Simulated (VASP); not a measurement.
Input:

```xyz
3
Lattice="1.5450 -2.6760 0.0000 1.5450 2.6760 0.0000 0.0000 0.0000 3.5200" Properties=species:S:1:pos:R:3 pbc="T T T"
Mg     0.0000     0.0000     0.0000
B      1.5450     0.8920     1.7600
B      1.5450    -0.8920     1.7600
```

Calculation: PBE GGA, VASP's PBE PAW potentials (set 64) (plane waves; VASP). Run with 520 eV cut-off, 2×2×2 Γ-centred mesh, first-order Methfessel-Paxton smearing of 0.10 eV, potentials Mg B.

Problem. Give the stress tensor in GPa (positive for a compressed cell).

Solution. 
```
-0.54   0.00   0.00
 0.00  -0.54   0.00
 0.00   0.00  -2.51
```
The pressure is its mean diagonal, -1.20 GPa.

The compound is MgB2 in the AlB2 type structure. The cell was not relaxed at this level. The k-mesh is coarse (spacing up to 1.17 per Å, 2π included), so the numbers may not be converged in it. The run is one of a series of settings (KPOINTS 2×2×2 Γ-centred mesh against the base run), some of them coarse on purpose.
